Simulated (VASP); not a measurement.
# LaFeAsO in VASP: single point with r2SCAN

Aim: the single point of LaFeAsO with r2SCAN.

All numbers are computed with VASP 6.6.1; they aren't measurements. Logs are shortened: lines on timing, memory, paths and dates and some standing lists are left out, and cuts for length are marked.

## 1. Starting point

The cell holds a amorphous, 8 atoms: a = 5.574 Å, b = 4.826 Å, c = 5.507 Å, α = 86.24°, β = 91.58°, γ = 84.81°.

The cell was built by a generator and needn't be a form met in nature.

## 2. Single point, r2SCAN

Contents of POSCAR:

```
LaFeAsO
1.0
    5.5282340000      0.7025620000     -0.1363670000
   -0.1789020000      4.8144660000     -0.2832260000
   -0.1045630000      0.6794780000      5.4635550000
La Fe As O
2 2 2 2
Direct
    0.2549310000      0.6700680000      0.7594460000
    0.6166670000      0.1377580000      0.5543310000
    0.7656980000      0.6647810000      0.9098630000
    0.0820880000      0.5381810000      0.2615630000
    0.7618630000      0.1448040000      0.0608200000
    0.5970920000      0.6555060000      0.2966530000
    0.4020980000      0.2948870000      0.1165530000
    0.9637950000      0.3000770000      0.7917590000
```

Contents of INCAR.step1:

```
PREC = Accurate ; ENCUT = 520
ISMEAR = -1 ; SIGMA = 0.05
LREAL = False ; LASPH = True
NELM = 100 ; NBANDS = 40
GGA = PE ; ALGO = Normal
EDIFF = 1E-4 ; LWAVE = True
LCHARG = False
```

Contents of INCAR.step2:

```
PREC = Accurate ; ENCUT = 520
EDIFF = 1E-6 ; ISMEAR = -1
SIGMA = 0.05 ; LREAL = False
LASPH = True ; NELM = 100
ALGO = Normal ; ISIF = 2
LWAVE = False ; LCHARG = False
METAGGA = R2SCAN ; LMIXTAU = True
NBANDS = 40 ; ISTART = 1
```

Contents of KPOINTS:

```
Automatic mesh
0
Gamma
  3 4 3
```

Potentials or basis: VASP PAW PBE potentials, release 64 (La, Fe, As, O).

Run with:

```sh
cat potpaw_PBE.64/La/POTCAR potpaw_PBE.64/Fe/POTCAR potpaw_PBE.64/As/POTCAR potpaw_PBE.64/O/POTCAR > POTCAR
cp INCAR.step1 INCAR
mpirun -np 1 vasp_std > vasp.out
cp INCAR.step2 INCAR
mpirun -np 1 vasp_std > vasp.out
```

OUTCAR:

```text
PREC = Accurate
   ENCUT = 520
   EDIFF = 1E-6
   ISMEAR = -1
   LREAL = False
   LASPH = True
   NELM = 100
   ISIF = 2
   METAGGA = R2SCAN
   ISTART = 1

 ion  position               nearest neighbor table
   1  0.255  0.670  0.759-   8 2.52   7 2.64   3 2.87   3 2.94   4 3.00   4 3.01   6 3.23   2 3.32
                             2 3.39
   2  0.617  0.138  0.554-   8 2.52   7 2.69   6 2.78   6 2.81   5 2.86   5 2.89   3 2.95   1 3.32
                             1 3.39
   3  0.766  0.665  0.910-   8 2.14   6 2.35   5 2.51   4 2.59   5 2.59   1 2.87   1 2.94   2 2.95

   4  0.082  0.538  0.262-   7 2.24   3 2.59   6 2.73   5 2.97   6 2.98   1 3.00   1 3.01
   5  0.762  0.145  0.061-   8 2.03   7 2.11   3 2.51   3 2.59   2 2.86   6 2.86   2 2.89   4 2.97

   6  0.597  0.656  0.297-   3 2.35   7 2.39   4 2.73   2 2.78   2 2.81   5 2.86   4 2.98   1 3.23

   7  0.402  0.295  0.117-   5 2.11   4 2.24   6 2.39   1 2.64   2 2.69
   8  0.964  0.300  0.792-   5 2.03   3 2.14   2 2.52   1 2.52

  LATTYP: Found a triclinic cell.
 ALAT       =     9.5575018247
 B/A-ratio  =     1.3123179445
 C/A-ratio  =     0.5761586702
 COS(alpha) =     0.0007408122
 COS(beta)  =     0.5932001419
 COS(gamma) =     0.7740227059

  Lattice vectors:

 A1 = (  -5.2447690000,  -6.1965060000,  -5.0439620000)
 A2 = ( -10.8775660000,  -6.2195900000,   0.5559600000)
 A3 = (   0.1045630000,  -0.6794780000,  -5.4635550000)

Analysis of symmetry for initial positions (statically):
=====================================================================
 Subroutine PRICEL returns:
 Original cell was already a primitive cell.

 Routine SETGRP: Setting up the symmetry group for a
 triclinic supercell.

 Subroutine GETGRP returns: Found  1 space group operations
 (whereof  1 operations were pure point group operations)
 out of a pool of  2 trial point group operations.

The static configuration has the point symmetry C_1 .

Analysis of symmetry for dynamics (positions and initial velocities):
=====================================================================
 Subroutine PRICEL returns:
 Original cell was already a primitive cell.

 Routine SETGRP: Setting up the symmetry group for a
 triclinic supercell.

 Subroutine GETGRP returns: Found  1 space group operations
 (whereof  1 operations were pure point group operations)
 out of a pool of  2 trial point group operations.

The dynamic configuration has the point symmetry C_1 .

 Subroutine INISYM returns: Found  1 space group operations
 (whereof  1 operations are pure point group operations),
 and found     1 'primitive' translations

----------------------------------------------------------------------------------------

                                     Primitive cell

  volume of cell :     147.1346

  direct lattice vectors                    reciprocal lattice vectors
     5.528234000  0.702562000 -0.136367000     0.180083776  0.006844455  0.002595278
    -0.178902000  4.814466000 -0.283226000    -0.026718024  0.205183292 -0.026029069
    -0.104563000  0.679478000  5.463555000     0.003109742  0.010807359  0.181746464

  length of vectors
     5.574366375  4.826106687  5.506637541     0.180232485  0.208546274  0.182094060

  position of ions in fractional coordinates (direct lattice)
     0.254931000  0.670068000  0.759446000
     0.616667000  0.137758000  0.554331000
     0.765698000  0.664781000  0.909863000
     0.082088000  0.538181000  0.261563000
     0.761863000  0.144804000  0.060820000
     0.597092000  0.655506000  0.296653000
     0.402098000  0.294887000  0.116553000
     0.963795000  0.300077000  0.791759000

  ion indices of the primitive-cell ions
   primitive index   ion index
                 1           1
                 2           2
                 3           3
                 4           4
                 5           5
                 6           6
                 7           7
                 8           8

----------------------------------------------------------------------------------------

 KPOINTS: Automatic mesh

Automatic generation of k-mesh.
 Grid dimensions read from file:
 generate k-points for:    3    4    3

 Generating k-lattice:

  Cartesian coordinates                     Fractional coordinates (reciprocal lattice)
     0.060027925  0.002281485  0.000865093     0.333333333 -0.000000000  0.000000000
    -0.006679506  0.051295823 -0.006507267    -0.000000000  0.250000000  0.000000000
     0.001036581  0.003602453  0.060582155     0.000000000  0.000000000  0.333333333

  Length of vectors
     0.060077495  0.052136569  0.060698020

  Shift w.r.t. Gamma in fractional coordinates (k-lattice)
     0.000000000  0.000000000  0.000000000

 Subroutine IBZKPT returns following result:
 ===========================================

 Found     19 irreducible k-points:

 Following reciprocal coordinates:
            Coordinates               Weight
  0.000000  0.000000  0.000000      1.000000
  0.333333 -0.000000  0.000000      2.000000
 -0.000000  0.250000  0.000000      2.000000
  0.333333  0.250000  0.000000      2.000000
 -0.333333  0.250000  0.000000      2.000000
 -0.000000  0.500000  0.000000      1.000000
[... 11 lines left out ...]
  0.333333 -0.250000  0.333333      2.000000
 -0.333333 -0.250000  0.333333      2.000000
   k-points           NKPTS =     19   k-points in BZ     NKDIM =     19   number of bands    NBANDS=     40
   number of dos      NEDOS =    301   number of ions     NIONS =      8
   total plane-waves  NPLWV =  63504
   dimension x,y,z NGX =    42 NGY =   36 NGZ =   42
   dimension x,y,z NGXF=    84 NGYF=   72 NGZF=   84
   ions per type =               2   2   2   2
   NGX,Y,Z   is equivalent  to a cutoff of  12.53, 12.40, 12.68 a.u.
   NGXF,Y,Z  is equivalent  to a cutoff of  25.05, 24.80, 25.36 a.u.
 SYSTEM =  unknown system
   PREC   = accura    normal or accurate (medium, high low for compatibility)
   ISTART =      1    job   : 0-new  1-cont  2-samecut
   ICHARG =      0    charge: 1-file 2-atom 10-const
   ISPIN  =      1    spin polarized calculation?
   LNONCOLLINEAR =      F non collinear calculations
   LSORBIT =      F    spin-orbit coupling
   LASPH  =      T    aspherical Exc in radial PAW
   ENCUT  =  520.0 eV  38.22 Ry    6.18 a.u.  10.36  8.97 10.24*2*pi/ulx,y,z
   NELM   =    100;   NELMIN=  2; NELMDL=  0     # of ELM steps
   EDIFF  = 0.1E-05   stopping-criterion for ELM
   LREAL  =      F    real-space projection
   EDIFFG = 0.1E-04   stopping-criterion for IOM
   NSW    =      0    number of steps for IOM
   IBRION =     -1    ionic relax: 0-MD 1-quasi-New 2-CG
   NFREE  =      0    steps in history (QN), initial steepest desc. (CG)
   ISIF   =      2    stress and relaxation
   ISYM   =      2    0-nonsym 1-usesym 2-fastsym
   POTIM  = 0.5000    time-step for ionic-motion
   TEBEG  =    0.0;   TEEND  =   0.0 temperature during run
   PSTRESS=    0.0 pullay stress
   NELECT =      60.0000    total number of electrons
   NUPDOWN=      -1.0000    fix difference up-down
   EMIN   =  10.00;   EMAX   =-10.00  energy-range for DOS
   EFERMI =   0.00;   METHOD = LEGACY
   ISMEAR =    -1;   SIGMA  =   0.05  broadening in eV -4-tet -1-fermi 0-gaus
   EFERMI_NEDOS =   21; number of points for ismear=-14 and -15
   IALGO  =     38    algorithm
   IMIX   =      4    mixing-type and parameters
     AMIX     =   0.40;   BMIX     =  1.00
     AMIX_MAG =   1.60;   BMIX_MAG =  1.00
  volume/ion in A,a.u.               =      18.39       124.11
  Fermi-wavevector in a.u.,A,eV,Ry     =   1.214005  2.294136 20.052366  1.473807
  Thomas-Fermi vector in A             =   2.349438
   LORBIT       =      0    0 simple, 1 ext, 2 COOP (PROOUT), +10 PAW based schemes
   METAGGA = R2SCAN    functional components
   LHFCALC =     F    Hartree Fock is set to
   AEXX    =    0.0000 exact exchange contribution
   IVDW    =     0    specifies the selected vdW correction
   LEPSILON=     F    determine dielectric tensor
   LRPA    =     F    only Hartree local field effects (RPA)
 non-spin polarized calculation
  energy-cutoff  :      520.00
  volume of cell :      147.13
 maximum number of plane-waves:      3973
 NGX is ok and might be reduce to    42
   NGX = 21   NGY = 17   NGZ = 21

 number of electron      60.0000003 magnetization

 Free energy of the ion-electron system (eV)
  ---------------------------------------------------
  ext. energy  EPLUGINS =         0.00000000
  ---------------------------------------------------
  free energy    TOTEN  =      -130.44947836 eV

  energy without entropy =     -130.37418074  energy(sigma->0) =     -130.41182955

 E-fermi :   6.8808     XC(G=0): -11.0963

 val. band max:        6.8711903515   @ k =   0.3333   0.5000   0.0000
 cond. band min:       6.8904942635   @ k =  -0.3333   0.2500   0.0000
 fundamental gap:      0.0193039120
 Fermi energy:         6.8807613444

 k-point     1 :       0.0000    0.0000    0.0000
  band No.  band energies     occupation
      1     -26.9663      2.00000
      2     -26.5828      2.00000
      3     -13.7059      2.00000
      4     -12.9846      2.00000
      5     -10.7163      2.00000
      6     -10.6024      2.00000
[... 32 lines left out ...]
     39       9.3634      0.00000
     40       9.4869      0.00000

 k-point     2 :       0.3333   -0.0000    0.0000
  band No.  band energies     occupation
      1     -26.9565      2.00000
      2     -26.5919      2.00000
      3     -13.6886      2.00000
      4     -12.9867      2.00000
      5     -10.7291      2.00000
      6     -10.6637      2.00000
[... 720 lines left out ...]
     39       9.3188      0.00000
     40       9.4249      0.00000

 k-point    19 :      -0.3333   -0.2500    0.3333
  band No.  band energies     occupation
      1     -26.9336      2.00000
      2     -26.6079      2.00000
      3     -13.7214      2.00000
      4     -13.0426      2.00000
      5     -10.9395      2.00000
      6     -10.7839      2.00000
[... 32 lines left out ...]
     39       9.2830      0.00000
     40       9.4793      0.00000

------------------------ aborting loop because EDIFF is reached ----------------------------------------

  FORCE on cell =-STRESS in cart. coord.  units (eV):
  Direction    XX          YY          ZZ          XY          YZ          ZX
  --------------------------------------------------------------------------------------
  -------------------------------------------------------------------------------------
  Total       -8.7825946      2.6533928      1.8883311      1.9614377     -0.7814777     -3.5248724
  in kB      -95.6354153     28.8933204     20.5624119     21.3584847     -8.5096658    -38.3830350
  external PRESSURE =     -15.3932277 kB  Pullay stress =       0.0000000 kB

 VOLUME and BASIS-vectors are now :
 -----------------------------------------------------------------------------
  energy-cutoff  :      520.00
  volume of cell :      147.13
      direct lattice vectors                 reciprocal lattice vectors
     5.528234000  0.702562000 -0.136367000     0.180083776  0.006844455  0.002595278
    -0.178902000  4.814466000 -0.283226000    -0.026718024  0.205183292 -0.026029069
    -0.104563000  0.679478000  5.463555000     0.003109742  0.010807359  0.181746464

 POSITION                                       TOTAL-FORCE (eV/Angst)
 -----------------------------------------------------------------------------------
      1.21003      3.92115      3.92473        -1.419176     -0.358135      1.709883
      3.32647      1.47313      2.90551         0.401701      0.573854      0.341605
      4.01889      4.35675      4.67839         0.480737     -0.532270     -0.100951
      0.33017      2.82645      1.26544         0.521070     -0.682890     -0.381274
      4.17949      1.27374      0.18739         1.056851     -1.040756     -0.443524
      3.15257      3.77697      1.35370         0.263198      0.973613     -0.689098
      2.15795      1.78142      0.49844        -1.441743      0.109570      0.198459
      5.19161      2.65982      4.10940         0.137361      0.957013     -0.635100
 -----------------------------------------------------------------------------------
    total drift:                               -0.001329      0.003080     -0.001128

  FREE ENERGIE OF THE ION-ELECTRON SYSTEM (eV)
  ---------------------------------------------------
  free  energy   TOTEN  =      -130.4494783562 eV

  energy  without entropy=     -130.3741807406  energy(sigma->0) =     -130.41182955
```

Wall time 15 min (1 thread of Intel Xeon Platinum 8559C (Emerald Rapids), shared host); peak memory 0.33 GiB.

What came out:

* Free energy: -130.4495 eV
* Pressure: -1.5 GPa
* Largest force: 2.251 eV/Å
* Band gap on the k mesh: none (metal or under the smearing width)

Forces in eV/Å, atoms in the order of the input:
```
La  -1.419 -0.358  1.710
La   0.402  0.574  0.342
Fe   0.481 -0.532 -0.101
Fe   0.521 -0.683 -0.381
As   1.057 -1.041 -0.444
As   0.263  0.974 -0.689
O   -1.442  0.110  0.198
O    0.137  0.957 -0.635
```

Caveat: the k mesh is coarse (spacing up to 0.38 Å⁻¹), so the values aren't converged; the PAW data sets were made with another functional, which shifts forces and pressure a little; the run has no spin polarisation, though such a crystal can be magnetic; semilocal functionals often make such compounds metallic where correlation or magnetic order opens a gap, which also shifts bond lengths. With open d or f shells a metallic result of r2SCAN can be an artefact of self-interaction; +U or a hybrid may open a gap.
